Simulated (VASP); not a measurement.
ZnGeP₂ (chalcopyrite): the band gap from VASP (plane waves, PAW) at several levels of theory. Gaps are without spin-orbit coupling. Each level names its cell: its own relaxed one, PBE's, or the starting one. A gap is the smallest over the k-mesh and a band path; hybrids may have named points in place of the path, and GW has the mesh alone.

```tsv
level	band gap (eV)
LDA (own cell)	1.01
PBEsol (own cell)	1.07
```

The cell of the LDA (own cell) run:

```yaml
crystal:
  lattice:
    - [-2.69030, 2.69030, 5.30028]
    - [2.69030, -2.69030, 5.30028]
    - [2.69030, 2.69030, -5.30028]
  atoms:
    - { symbol: Zn, position: [0.00000, 0.00000, 0.00000] }
    - { symbol: Zn, position: [0.75000, 0.25000, 0.50000] }
    - { symbol: Ge, position: [0.50000, 0.50000, 0.00000] }
    - { symbol: Ge, position: [0.25000, 0.75000, 0.50000] }
    - { symbol: P, position: [0.87500, 0.87415, 0.49915] }
    - { symbol: P, position: [0.12585, 0.62500, 0.00085] }
    - { symbol: P, position: [0.37500, 0.37585, 0.50085] }
    - { symbol: P, position: [0.62415, 0.12500, 0.99915] }
```

Only levels that ran to the end are used. Left out are those held back, those with too coarse a band path, GW runs whose mesh misses a band edge, hybrids' fits of cells that aren't cubic and levels without matching references; a question may draw on a part of the rest.

The compound is ZnGeP2 in the chalcopyrite structure.
